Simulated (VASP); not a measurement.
Input:

```
CELL_PARAMETERS angstrom
      4.25158     0.00000     0.00000
      0.00000     4.25158     0.00000
      0.00000     0.00000     4.25158
ATOMIC_POSITIONS crystal
  Cs 0.00000 0.00000 0.00000
  Cl 0.50000 0.50000 0.50000
```

Method: HSEsol screened hybrid, VASP's PBE PAW potentials (set 64) (plane waves; VASP 6.6.1). Run with 520 eV cut-off, 6×6×6 Γ-centred mesh, Gaussian smearing of 0.050 eV, potentials Cs_sv Cl.

Give the stress tensor in GPa (positive for a compressed cell).

```
-1.74   0.00   0.00
 0.00  -1.74   0.00
 0.00   0.00  -1.74
```
The pressure is its mean diagonal, -1.74 GPa.

The compound is CsCl in the CsCl type structure. This cell is one point of a volume scan, at 1.03 of the reference volume. The cell's shape comes from a PBE relaxation.
